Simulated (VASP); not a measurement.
Crystal: Ti2TeAs2.

```
Ti Te As
1.0
     4.32321    0.00000    0.00000
    -2.16160    3.74401    0.00000
     0.00000    0.00000    7.04786
Ti Te As
2 1 2
Direct
  0.66667 0.33333 0.63415
  0.33333 0.66667 0.99427
  0.00000 0.00000 0.36142
  0.00000 0.00000 0.76671
  0.66667 0.33333 0.24345
```

The cell was built by a generator and needn't be a form met in nature.

- Program: VASP 6.6.1
- Task: relaxation of cell and atoms
- Functional: PBE
- Potentials or basis: VASP PAW PBE potentials, release 64 (Ti_sv, Te, As)
- Cutoff: 520 eV
- k mesh: 4 × 4 × 2
- Occupations: gaussian, width 0.15 eV
- Spin: no spin polarisation

At the start: pressure -2.0 GPa; volume 22.82 Å³/atom.

**Question.** How do energy, volume and symmetry change on relaxing?

**Answer.** Over 24 steps the energy falls by 777.8 meV/atom and the volume is 22.21 Å³/atom (-2.6 %); space group P3m1 (No. 156, to 0.05 Å).

Step by step:
```
step  energy change (eV)  largest force (eV/Å)  pressure (GPa)  volume (Å³)
   1              0.0000                2.9386           -2.03       114.08
   2             -0.7675                2.7278           -1.77       109.37
   3             -1.6651                0.8062            7.56        95.96
   4             -1.7344                1.1164            5.30        98.91
   5             -2.1524                0.3229            1.75       101.74
   6             -2.3433                0.7358            0.68       104.49
   7             -2.3448                2.1161            1.22       109.81
   8             -2.4223                1.4232            0.40       107.05
   9             -2.7581                1.5119            0.03       108.23
  10             -3.4821                1.3310           -1.39       110.49
  11             -2.4874                3.5772            7.04       109.84
  12             -3.5743                1.3933           -0.19       110.97
  13             -3.5883                1.2678           -0.98       110.90
  14             -3.8051                1.0989            1.12       108.74
  15             -3.8201                1.0490            1.86       108.09
  16             -3.8567                0.4162           -1.64       113.89
  17             -3.8817                0.2787           -0.83       111.56
  18             -3.8820                0.3134           -0.87       111.46
  19             -3.8790                0.4116            0.96       109.58
  20             -3.8870                0.1147            0.23       110.66
  21             -3.8882                0.0844            0.03       111.04
  22             -3.8883                0.0886           -0.09       111.06
  23             -3.8883                0.0914           -0.01       111.05
  24             -3.8888                0.0373           -0.28       111.06
```

Final structure:
```yaml
crystal:
  lattice:
    - [3.69785, 0.00000, 0.00000]
    - [-1.84893, 3.20243, 0.00000]
    - [0.00000, 0.00000, 9.37873]
  atoms:
    - { symbol: Ti, position: [0.66667, 0.33333, 0.65055] }
    - { symbol: Ti, position: [0.33333, 0.66667, 0.97092] }
    - { symbol: Te, position: [0.00000, 0.00000, 0.45489] }
    - { symbol: As, position: [0.00000, 0.00000, 0.80599] }
    - { symbol: As, position: [0.66667, 0.33333, 0.11764] }
```

Caveat: the k mesh is coarse (spacing up to 0.45 Å⁻¹), so the values aren't converged; this functional lacks dispersion, which binds the layers, so the pressure and a relaxed spacing across them are unreliable; the relaxation stopped at a loose force limit of 0.08 eV/Å, so its end isn't a converged minimum.
